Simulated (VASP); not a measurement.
Output of a VASP run:

### OSZICAR
```
       N       E                     dE             d eps       ncg     rms          rms(c)
DAV:   1     0.105331378900E+03    0.10533E+03   -0.97976E+03  1520   0.130E+03
DAV:   2    -0.367599564423E+01   -0.10901E+03   -0.10113E+03  1616   0.289E+02
DAV:   3    -0.739087480217E+01   -0.37149E+01   -0.37022E+01  1686   0.571E+01
DAV:   4    -0.740712003045E+01   -0.16245E-01   -0.16245E-01  1566   0.414E+00
DAV:   5    -0.740722640763E+01   -0.10638E-03   -0.10638E-03  1611   0.339E-01    0.684E+00
DAV:   6    -0.673903354988E+01    0.66819E+00   -0.23486E+00  1486   0.204E+01    0.485E+00
DAV:   7    -0.670852774622E+01    0.30506E-01   -0.17124E-01  1461   0.618E+00    0.310E+00
DAV:   8    -0.669908514936E+01    0.94426E-02   -0.60610E-02  1486   0.278E+00    0.696E-01
DAV:   9    -0.669720477205E+01    0.18804E-02   -0.55497E-03  1501   0.881E-01    0.753E-02
DAV:  10    -0.669738523134E+01   -0.18046E-03   -0.21714E-04  1556   0.154E-01    0.593E-02
DAV:  11    -0.669741866228E+01   -0.33431E-04   -0.29332E-05  1601   0.508E-02    0.180E-02
DAV:  12    -0.669741963767E+01   -0.97539E-06   -0.10665E-05  1586   0.419E-02    0.105E-02
DAV:  13    -0.669741905869E+01    0.57898E-06   -0.12530E-06  1084   0.193E-02
   1 F= -.66974191E+01 E0= -.66978230E+01  d E =-.669742E+01
       N       E                     dE             d eps       ncg     rms          rms(c)
DAV:   1    -0.746127204627E+01   -0.76385E+00   -0.12010E+01  1456   0.400E+01    0.638E+00
DAV:   2    -0.675972803668E+01    0.70154E+00   -0.21672E+00  1456   0.151E+01    0.159E+00
DAV:   3    -0.672500921131E+01    0.34719E-01   -0.97055E-02  1456   0.578E+00    0.146E+00
DAV:   4    -0.672172568221E+01    0.32835E-02   -0.10249E-02  1524   0.100E+00    0.922E-01
DAV:   5    -0.672043797505E+01    0.12877E-02   -0.33139E-03  1576   0.560E-01    0.141E-01
DAV:   6    -0.672010867653E+01    0.32930E-03   -0.11478E-03  1756   0.487E-01    0.241E-02
DAV:   7    -0.672011453207E+01   -0.58555E-05   -0.84522E-05  1471   0.114E-01    0.806E-03
DAV:   8    -0.672011440637E+01    0.12570E-06   -0.15285E-06  1263   0.188E-02
   2 F= -.67201144E+01 E0= -.67205431E+01  d E =-.226953E-01
       N       E                     dE             d eps       ncg     rms          rms(c)
DAV:   1    -0.672357187476E+01   -0.34573E-02   -0.52684E-02  1456   0.262E+00    0.428E-01
DAV:   2    -0.672033522254E+01    0.32367E-02   -0.11106E-02  1456   0.108E+00    0.988E-02
DAV:   3    -0.672019957128E+01    0.13565E-03   -0.38291E-04  1464   0.348E-01    0.808E-02
DAV:   4    -0.672018444306E+01    0.15128E-04   -0.43369E-05  1531   0.691E-02    0.523E-02
DAV:   5    -0.672017640717E+01    0.80359E-05   -0.15984E-05  1581   0.377E-02    0.116E-02
DAV:   6    -0.672017490227E+01    0.15049E-05   -0.47432E-06  1326   0.297E-02    0.126E-03
DAV:   7    -0.672017483364E+01    0.68631E-07   -0.35458E-07   743   0.676E-03
   3 F= -.67201748E+01 E0= -.67206052E+01  d E =-.227558E-01
```

File OUTCAR:
```
------------------------ aborting loop because EDIFF is reached ----------------------------------------
  FORCE on cell =-STRESS in cart. coord.  units (eV):
  Direction    XX          YY          ZZ          XY          YZ          ZX
  --------------------------------------------------------------------------------------
  Total       -0.0047623     -0.0047623     -0.0047623      0.0000000      0.0000000      0.0000000
  in kB       -0.2038568     -0.2038568     -0.2038568      0.0000000      0.0000000      0.0000000
  external PRESSURE =      -0.2038568 kB  Pullay stress =       0.0000000 kB
  volume of cell :       37.43
      direct lattice vectors                 reciprocal lattice vectors
    -0.000000000  2.654951980  2.654951980    -0.188327323  0.188327323  0.188327323
     2.654951980 -0.000000000  2.654951980     0.188327323 -0.188327323  0.188327323
     2.654951980  2.654951980 -0.000000000     0.188327323  0.188327323 -0.188327323
 POSITION                                       TOTAL-FORCE (eV/Angst)
 -----------------------------------------------------------------------------------
      0.00000      0.00000      0.00000        -0.000000     -0.000000      0.000000
      1.32748      1.32748      1.32748         0.000000      0.000000     -0.000000
 -----------------------------------------------------------------------------------
    total drift:                                0.000000      0.000000      0.000000
  FREE ENERGIE OF THE ION-ELECTRON SYSTEM (eV)
  ---------------------------------------------------
  free  energy   TOTEN  =        -6.7201748336 eV

  energy  without entropy=       -6.7214659353  energy(sigma->0) =       -6.72060520

 reached required accuracy - stopping structural energy minimisation
```
(Selected blocks of OUTCAR.)

POSCAR:
```
AgF
1
    0.0000000000     2.6023936625     2.6023936625
    2.6023936625     0.0000000000     2.6023936625
    2.6023936625     2.6023936625     0.0000000000
Ag F
1 1
Direct
  0.0000000000   0.0000000000   0.0000000000
  0.2500000000   0.2500000000   0.2500000000
```

Question: Write an INCAR and KPOINTS that could have produced this output.

Answer: One answer among several that fit: the input of the run itself, PBEsol GGA, plane waves, VASP's PBE PAW potentials (set 64).

INCAR:
```
SYSTEM = AgF
PREC = Accurate
ENCUT = 520
EDIFF = 1E-6
NELM = 100
ALGO = Normal
LREAL = .FALSE.
LASPH = .TRUE.
ISMEAR = 1
SIGMA = 0.1
GGA = PS
LMAXMIX = 4
LWAVE = .FALSE.
LCHARG = .FALSE.
IBRION = 2
ISIF = 3
NSW = 60
EDIFFG = -0.01
```

KPOINTS:
```
Automatic mesh
0
G
  11 11 11
0 0 0
```

POTCAR, in this order: Ag F (PBE.64 set). Program: vasp_std.

Energy and stress use the plane-wave basis of the starting cell.

The structure was generated: AgF was put into the zinc blende type (F-43m), which need not be its known phase. This run relaxes it. Symmetry was kept, so distortions that lower it aren't found. The start is the result of an earlier pass.
